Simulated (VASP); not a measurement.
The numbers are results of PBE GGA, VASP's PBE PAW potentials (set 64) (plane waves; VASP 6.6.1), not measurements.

VASP input:

**KPOINTS**
```
Automatic mesh
0
Gamma
7 7 7
0 0 0
```

### POSCAR
```
NiO
1
    4.2815740000     2.1407870000     2.1407870000
    2.1407870000     4.2815740000     2.1407870000
    2.1407870000     2.1407870000     4.2815740000
Ni O
2 2
Direct
  0.0000000000   0.0000000000   0.0000000000
  0.5000000000   0.5000000000   0.5000000000
  0.2500000000   0.2500000000   0.2500000000
  0.7500000000   0.7500000000   0.7500000000
```

INCAR:
```
ALGO = Normal
EDIFF = 1E-6
ENCUT = 400
GGA = PE
ISIF = 2
ISMEAR = -1
ISPIN = 2
LASPH = .TRUE.
LCHARG = .FALSE.
LMAXMIX = 4
LORBIT = 11
LREAL = .FALSE.
LWAVE = .FALSE.
MAGMOM = 2.0 -2.0 2*0.0
NELM = 100
PREC = Accurate
SIGMA = 0.05
SYSTEM = NiO
```

POTCAR, in this order: Ni O (PBE.64 set). Program: vasp_std.

At this cut-off the stress carries a Pulay error, which pulls relaxed volumes low.

Question: What does the run give for the energy per atom (σ→0), cell moment, pressure?

Answer: 
The energy per atom (σ→0) is -5.859 eV/atom. The cell moment comes out as 0.00 μB and the pressure is -16.27 GPa.

OSZICAR:
```
...
DAV:  11    -0.234350588732E+02    0.41871E-02   -0.19137E-02  5680   0.296E+00    0.165E-01
DAV:  12    -0.234355638717E+02   -0.50500E-03   -0.54680E-03  5136   0.864E-01    0.821E-02
DAV:  13    -0.234355377491E+02    0.26123E-04   -0.14129E-04  3768   0.130E-01    0.576E-02
DAV:  14    -0.234355381455E+02   -0.39637E-06   -0.35155E-04  4460   0.193E-01    0.366E-02
DAV:  15    -0.234355303268E+02    0.78187E-05   -0.30878E-05  4272   0.711E-02    0.211E-02
DAV:  16    -0.234355293182E+02    0.10086E-05   -0.16617E-05  4504   0.570E-02    0.538E-03
DAV:  17    -0.234355294413E+02   -0.12312E-06   -0.95537E-07  1832   0.191E-02
   1 F= -.23435529E+02 E0= -.23435525E+02  d E =-.872449E-05  mag=     0.0000
```

The structure is a typed NiO crystal. The cell was not relaxed at this level.
